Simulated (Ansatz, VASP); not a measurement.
## Two plane-wave programs on SbC

INCAR

```
SYSTEM = SbC
PREC     = Accurate       ! precision mode
ENCUT    = 600            ! plane-wave cutoff, eV
EDIFF    = 1E-6           ! SCF threshold, eV
ISMEAR   = -1             ! smearing method
SIGMA    = 0.05           ! smearing width, eV
LREAL    = .False.        ! projectors in reciprocal space
LASPH    = .True.         ! aspherical terms in the spheres
NELM     = 80             ! most SCF steps
ALGO     = Normal         ! electronic algorithm
ISIF     = 3              ! what is computed and relaxed
LWAVE    = .False.        ! write WAVECAR
LCHARG   = .False.        ! write CHGCAR
GGA      = PS             ! functional
IVDW     = 12             ! dispersion correction
IBRION   = 2              ! ionic algorithm
NSW      = 40             ! ionic steps
EDIFFG   = -0.01          ! ionic threshold
```

KPOINTS

```
Automatic mesh
0
Gamma
  9 9 9
  0 0 0
```

File POSCAR:

```
SbC
1.0
    3.1146800000      0.0000000000      0.0000000000
    0.0000000000      3.1146800000      0.0000000000
    0.0000000000      0.0000000000      3.1146800000
Sb C
1 1
Direct
    0.5000000000      0.5000000000      0.5000000000
    0.0000000000      0.0000000000      0.0000000000
```

File input.yaml:

```yaml
crystal:
  lattice:
    - [3.11468, 0.0, 0.0]
    - [0.0, 3.11468, 0.0]
    - [0.0, 0.0, 3.11468]
  atoms:
    - { symbol: Sb, position: [0.5, 0.5, 0.5] }
    - { symbol: C, position: [0.0, 0.0, 0.0] }
hamiltonian:
  xc: pbesol
  pseudopotentials: { kind: paw }
  dispersion: d3bj
kpoints:
  mp_grid: { grid: [9, 9, 9] }
scf:
  occupations: { method: fermi_dirac, width: 0.05 }
output:
  forces: true
  stress: true
  eigenvalues: true
relax:
  f_tol: 0.01
  max_steps: 40
  cell: { stress_tol: 0.05 }
```

The cell was built by a generator and needn't be a form met in nature.

Alike in both runs: task relaxation of cell and atoms; functional PBEsol; dispersion D3(BJ); k mesh 9 × 9 × 9; occupations fermi-dirac, width 0.05 eV; no spin polarisation.

|  | VASP | Ansatz |
| --- | --- | --- |
| version | VASP 6.6.1 | Ansatz 0.2.0 |
| potentials or method | VASP PAW PBE potentials, release 64 (Sb, C) | Ansatz PAW |
| plane-wave cutoff (eV) | 600 | 420 |
| valence electrons in the cell | 9 | 19 |

Ansatz gave:

| Item | Value |
| --- | --- |
| gap on the k mesh at the Fermi level, each at its own relaxed structure (eV) | none |
| relaxed volume (Å³/atom) | 13.88 |
| relaxed cell length with the largest relative difference (Å) | 3.028 |
| energy change over the relaxation (meV/atom) | -34 |

Task: What did VASP give for the same quantities?

Result: gap on the k mesh at the Fermi level, each at its own relaxed structure (eV): none; relaxed volume (Å³/atom): 13.85; relaxed cell length with the largest relative difference (Å): 3.026; energy change over the relaxation (meV/atom): -36.

A gap of «none» marks a metal or a gap that the smearing closes. The two sets of potentials don't hold the same shells in valence.

Caveats: the bands computed are all filled at some k points, so no gap is given (VASP); the PAW data sets were made with another functional, which shifts forces and pressure a little (VASP); the plane-wave basis is chosen anew once the cell has moved, so the energies of steps on either side of that aren't comparable (Ansatz); pairwise dispersion overbinds metals, which lowers pressure and volume (Ansatz); the PAW data sets come from PBE, with cores solved anew for the run's functional, which leaves a small shift of forces and pressure (Ansatz). The runs have no spin-orbit coupling, so splittings on Sb are missing.
